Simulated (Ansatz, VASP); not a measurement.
## LaSc: VASP beside Ansatz

Contents of INCAR:

```
SYSTEM = LaSc
PREC     = Accurate       ! precision mode
ENCUT    = 600            ! plane-wave cutoff, eV
EDIFF    = 1E-6           ! SCF threshold, eV
ISMEAR   = -1             ! smearing method
SIGMA    = 0.05           ! smearing width, eV
LREAL    = .FALSE.        ! projectors in reciprocal space
LASPH    = .TRUE.         ! aspherical terms in the spheres
NELM     = 60             ! most SCF steps
ALGO     = Normal         ! electronic algorithm
ISIF     = 3              ! what is computed and relaxed
LWAVE    = .FALSE.        ! write WAVECAR
LCHARG   = .FALSE.        ! write CHGCAR
GGA      = PE             ! functional
IBRION   = 2              ! ionic algorithm
NSW      = 60             ! ionic steps
EDIFFG   = -0.005         ! ionic threshold
```

The input KPOINTS:

```
regular mesh
0
G
  7 7 7
  0 0 0
```

File POSCAR:

```
LaSc
1.0
    3.9480400000      0.0000000000      0.0000000000
    0.0000000000      3.9480400000      0.0000000000
    0.0000000000      0.0000000000      3.9480400000
La Sc
1 1
Direct
    0.0000000000      0.0000000000      0.0000000000
    0.5000000000      0.5000000000      0.5000000000
```

The input input.yaml:

```yaml
crystal:
  lattice:
    - [3.94804, 0.0, 0.0]
    - [0.0, 3.94804, 0.0]
    - [0.0, 0.0, 3.94804]
  atoms:
    - { symbol: La, position: [0.0, 0.0, 0.0] }
    - { symbol: Sc, position: [0.5, 0.5, 0.5] }
hamiltonian:
  xc: pbe
  pseudopotentials: { kind: paw }
kpoints:
  mp_grid: { grid: [7, 7, 7] }
scf:
  occupations: { method: fermi_dirac, width: 0.05 }
output:
  forces: true
  stress: true
  eigenvalues: true
relax:
  f_tol: 0.01
  max_steps: 40
  cell: { stress_tol: 0.05 }
```

The cell was built by a generator and needn't be a form met in nature.

Alike in both runs: task relaxation of cell and atoms; functional PBE; k mesh 7 × 7 × 7; occupations fermi-dirac, width 0.05 eV; no spin polarisation.

|  | VASP | Ansatz |
| --- | --- | --- |
| version | VASP 6.6.1 | Ansatz 0.2.0 |
| potentials or method | VASP PAW PBE potentials, release 64 (La_GW, Sc_sv_GW) | Ansatz PAW |
| plane-wave cutoff (eV) | 600 | 420 |
| valence electrons in the cell | 22 | 22 |

```csv
,VASP,Ansatz,Ansatz less VASP
"gap on the k mesh at the Fermi level, each at its own relaxed structure (eV)",none,none,-
relaxed volume (Å³/atom),30.44,30.77,+0.325
relaxed cell length with the largest relative difference (Å),3.934,3.948,+0.0139
```

A gap of «none» marks a metal or a gap that the smearing closes.

Caveats: the plane-wave basis is chosen anew once the cell has moved, so the energies of steps on either side of that aren't comparable (Ansatz). Spin-orbit coupling is left out, which matters for the levels of La.
